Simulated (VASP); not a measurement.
These are SCAN meta-GGA, VASP's PBE PAW potentials (set 64) (plane waves; VASP) values and carry that method's errors.

VASP input:

### POSCAR
```
Rh
1
    0.0000000000     1.9000000000     1.9000000000
    1.9000000000     0.0000000000     1.9000000000
    1.9000000000     1.9000000000     0.0000000000
Rh
1
Direct
  0.0000000000   0.0000000000   0.0000000000
```

### KPOINTS
```
K-points
0
G
  15 15 15
```

INCAR:
```
SYSTEM = Rh
PREC = Accurate
ENCUT = 520
EDIFF = 1E-6
NELM = 100
ALGO = Normal
LREAL = .FALSE.
LASPH = .TRUE.
ISMEAR = 1
SIGMA = 0.1
METAGGA = SCAN
LMIXTAU = .TRUE.
LMAXMIX = 4
LWAVE = .FALSE.
LCHARG = .FALSE.
IBRION = 2
ISIF = 3
NSW = 60
EDIFFG = -0.01
```

POTCAR, in this order: Rh_pv (PBE.64 set). Program: vasp_std.

What VASP printed:

**OSZICAR**
```
       N       E                     dE             d eps       ncg     rms          rms(c)
DAV:   1     0.885030406595E+02    0.88503E+02   -0.96141E+03  2659   0.150E+03
DAV:   2    -0.369981311000E+02   -0.12550E+03   -0.12014E+03  2694   0.398E+02
DAV:   3    -0.385672825893E+02   -0.15692E+01   -0.15644E+01  3045   0.513E+01
DAV:   4    -0.385773385362E+02   -0.10056E-01   -0.10055E-01  2912   0.420E+00
DAV:   5    -0.385775091705E+02   -0.17063E-03   -0.17063E-03  3011   0.503E-01    0.132E+01
DAV:   6    -0.335754803592E+02    0.50020E+01   -0.64088E+00  2733   0.388E+01    0.289E+00
DAV:   7    -0.337870652289E+02   -0.21158E+00   -0.69200E-01  2658   0.131E+01    0.266E+00
DAV:   8    -0.337524453132E+02    0.34620E-01   -0.74527E-02  2778   0.407E+00    0.630E-01
DAV:   9    -0.337616882609E+02   -0.92429E-02   -0.58334E-02  2787   0.338E+00    0.504E-01
DAV:  10    -0.337552068181E+02    0.64814E-02   -0.82093E-03  2805   0.133E+00    0.278E-01
DAV:  11    -0.337571321481E+02   -0.19253E-02   -0.40305E-03  2841   0.984E-01    0.679E-02
DAV:  12    -0.337571832830E+02   -0.51135E-04   -0.13481E-04  2790   0.157E-01    0.804E-02
DAV:  13    -0.337571670461E+02    0.16237E-04   -0.25465E-04  2706   0.252E-01    0.176E-02
DAV:  14    -0.337572033212E+02   -0.36275E-04   -0.33124E-05  2733   0.906E-02    0.217E-03
DAV:  15    -0.337572009688E+02    0.23524E-05   -0.12384E-06  2179   0.149E-02    0.291E-03
DAV:  16    -0.337572047719E+02   -0.38031E-05   -0.76927E-07  1758   0.117E-02    0.828E-04
DAV:  17    -0.337572049857E+02   -0.21383E-06   -0.10458E-07  1398   0.443E-03
   1 F= -.33757205E+02 E0= -.33757195E+02  d E =-.337572E+02
       N       E                     dE             d eps       ncg     rms          rms(c)
DAV:   1    -0.343470463577E+02   -0.58984E+00   -0.87522E+00  2784   0.500E+01    0.639E+00
DAV:   2    -0.337141016372E+02    0.63294E+00   -0.13931E+00  2781   0.187E+01    0.102E+00
DAV:   3    -0.337314827735E+02   -0.17381E-01   -0.34595E-02  2679   0.261E+00    0.554E-01
DAV:   4    -0.337418880174E+02   -0.10405E-01   -0.32146E-02  2814   0.279E+00    0.636E-01
DAV:   5    -0.337441841956E+02   -0.22962E-02   -0.82649E-03  2841   0.143E+00    0.153E-01
DAV:   6    -0.337441888909E+02   -0.46953E-05   -0.38867E-04  2991   0.283E-01    0.104E-01
DAV:   7    -0.337443182614E+02   -0.12937E-03   -0.33066E-04  2682   0.280E-01    0.712E-02
DAV:   8    -0.337443469839E+02   -0.28722E-04   -0.10468E-04  2775   0.154E-01    0.544E-03
DAV:   9    -0.337443464642E+02    0.51969E-06   -0.59527E-06  3018   0.349E-02
   2 F= -.33744346E+02 E0= -.33744318E+02  d E =0.128585E-01
       N       E                     dE             d eps       ncg     rms          rms(c)
DAV:   1    -0.341189363114E+02   -0.37459E+00   -0.52406E+00  2772   0.396E+01    0.415E+00
DAV:   2    -0.337327233669E+02    0.38621E+00   -0.87841E-01  2781   0.147E+01    0.811E-01
DAV:   3    -0.337557107009E+02   -0.22987E-01   -0.19948E-02  2664   0.201E+00    0.694E-01
DAV:   4    -0.337579893739E+02   -0.22787E-02   -0.13587E-02  2850   0.180E+00    0.355E-01
DAV:   5    -0.337586409213E+02   -0.65155E-03   -0.25408E-03  2820   0.774E-01    0.123E-01
DAV:   6    -0.337585563308E+02    0.84591E-04   -0.31953E-04  3018   0.256E-01    0.578E-02
DAV:   7    -0.337585808248E+02   -0.24494E-04   -0.21350E-04  2706   0.216E-01    0.269E-02
DAV:   8    -0.337586570047E+02   -0.76180E-04   -0.50991E-05  2706   0.100E-01    0.443E-03
DAV:   9    -0.337586551223E+02    0.18823E-05   -0.26470E-06  2964   0.230E-02    0.148E-03
DAV:  10    -0.337586591115E+02   -0.39892E-05   -0.11370E-06  1680   0.176E-02    0.179E-03
DAV:  11    -0.337586582274E+02    0.88412E-06   -0.46363E-07  1356   0.105E-02
   3 F= -.33758658E+02 E0= -.33758642E+02  d E =-.145324E-02
       N       E                     dE             d eps       ncg     rms          rms(c)
DAV:   1    -0.337595292757E+02   -0.87016E-03   -0.12169E-02  2772   0.188E+00    0.209E-01
DAV:   2    -0.337584680068E+02    0.10613E-02   -0.19887E-03  2775   0.702E-01    0.324E-02
DAV:   3    -0.337585609410E+02   -0.92934E-04   -0.45985E-05  2670   0.963E-02    0.248E-02
DAV:   4    -0.337585987152E+02   -0.37774E-04   -0.38349E-05  2850   0.957E-02    0.195E-02
DAV:   5    -0.337586390326E+02   -0.40317E-04   -0.10003E-05  2829   0.486E-02    0.435E-03
DAV:   6    -0.337586387187E+02    0.31398E-06   -0.46769E-07  1353   0.985E-03
   4 F= -.33758639E+02 E0= -.33758622E+02  d E =-.143373E-02
```

### OUTCAR
```
------------------------ aborting loop because EDIFF is reached ----------------------------------------
  FORCE on cell =-STRESS in cart. coord.  units (eV):
  Direction    XX          YY          ZZ          XY          YZ          ZX
  --------------------------------------------------------------------------------------
  Total        0.0043298      0.0043298      0.0043298      0.0000000      0.0000000      0.0000000
  in kB        0.5119439      0.5119439      0.5119439      0.0000000      0.0000000      0.0000000
  external PRESSURE =       0.5119439 kB  Pullay stress =       0.0000000 kB
  volume of cell :       13.55
      direct lattice vectors                 reciprocal lattice vectors
    -0.000000000  1.892234142  1.892234142    -0.264237913  0.264237913  0.264237913
     1.892234142  0.000000000  1.892234142     0.264237913 -0.264237913  0.264237913
     1.892234142  1.892234142  0.000000000     0.264237913  0.264237913 -0.264237913
 POSITION                                       TOTAL-FORCE (eV/Angst)
 -----------------------------------------------------------------------------------
      1.89223      0.00000      1.89223         0.000000      0.000000      0.000000
 -----------------------------------------------------------------------------------
    total drift:                               -0.000000     -0.000000     -0.000000
  FREE ENERGIE OF THE ION-ELECTRON SYSTEM (eV)
  ---------------------------------------------------
  free  energy   TOTEN  =       -33.7586387187 eV

  energy  without entropy=      -33.7585883406  energy(sigma->0) =      -33.75862193

 reached required accuracy - stopping structural energy minimisation
```
(Selected blocks of OUTCAR.)

CONTCAR:
```
Rh
   1.00000000000000
    -0.0000000000000000    1.8922341421731739    1.8922341421731739
     1.8922341421731739    0.0000000000000000    1.8922341421731739
     1.8922341421731739    1.8922341421731739    0.0000000000000000
  Rh
     1
Direct
     0.0000000000000000    1.0000000000000000    0.0000000000000000
```

The compound is Rh in the fcc structure. This run relaxes it. Symmetry was kept, so distortions that lower it aren't found.
